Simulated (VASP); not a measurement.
Input of a VASP 6.6.1 run:

INCAR

```
SYSTEM = Mn2C
PREC = Accurate ; ENCUT = 520
EDIFF = 1E-6 ; ISMEAR = 0
SIGMA = 0.1 ; LREAL = .FALSE.
LASPH = .TRUE. ; NELM = 120
ALGO = Normal ; ISIF = 3
LWAVE = .FALSE. ; LCHARG = .FALSE.
ISPIN = 2 ; MAGMOM = 4 4 4 4 0 0
LORBIT = 11 ; LMAXMIX = 4
GGA = PE ; IBRION = 2
NSW = 90 ; EDIFFG = -0.01
KPAR = 4
```

Contents of KPOINTS:

```
Automatic mesh
0
G
  7 5 8
  0 0 0
```

File POSCAR:

```
Mn2C
1.0
    4.4750000000      0.0000000000      0.0000000000
    0.0000000000      4.6910000000      0.0000000000
    0.0000000000      0.0000000000      2.8650000000
Mn C
4 2
Direct
    0.2581005600      0.1608399100      0.0000000000
    0.7418994400      0.8391600900      0.0000000000
    0.2418994400      0.6608399100      0.5000000000
    0.7581005600      0.3391600900      0.5000000000
    0.0000000000      0.5000000000      0.0000000000
    0.5000000000      0.0000000000      0.5000000000
```

Potentials or basis: VASP PAW PBE potentials, release 64 (Mn_pv, C).

Command:

```console
$ cat potpaw_PBE.64/Mn_pv/POTCAR potpaw_PBE.64/C/POTCAR > POTCAR
$ mpirun -np 4 vasp_std > vasp.out
```

(1) Predict the band gap on the k mesh.

(2) Predict the net moment.

Answers

(1) none (metal or under the smearing width).

(2) 7.74 μB per cell.
